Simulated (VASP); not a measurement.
The cell holds one Ca (fcc) (210) slab, with vacuum along c, ions free to move until forces fall under 0.03 eV/Å, no reconstruction beyond this cell, dipole correction on.

Here is the system:

```xyz
8
Lattice="6.6826 0.0000 0.0000 4.4551 4.9809 0.0000 0.0000 0.0000 24.4281" Properties=species:S:1:pos:R:3 pbc="T T T"
Ca     4.9702     2.2227     7.9948
Ca     8.3296     3.7251     9.2180
Ca     0.5745     0.2569    10.3518
Ca     3.9287     1.7570    11.5904
Ca     7.2089     3.2239    12.8377
Ca    10.5632     4.7240    14.0762
Ca     2.8081     1.2558    15.2101
Ca     6.1675     2.7582    16.4332
```

Method: PBEsol GGA, VASP's PBE PAW potentials (set 64) (plane waves; VASP). Numerical set-up: 400 eV cut-off, 6×6×1 Γ-centred mesh, first-order Methfessel-Paxton smearing of 0.10 eV, potentials Ca_sv.

Slab and bulk use different k-meshes, so the surface energy is good to a few per cent at best.

**Question.** Predict its surface energy, work function, band gap (on the k-mesh).

**Answer.** 
```
Property                                                     Value
------------------------  ----------------------------------------
surface energy                                           0.60 J/m²
work function                                              2.80 eV
band gap (on the k-mesh)  none (metal, semimetal or under 0.01 eV)
```

The cell is a thin slab with vacuum, built from Ca (fcc): (210) face.
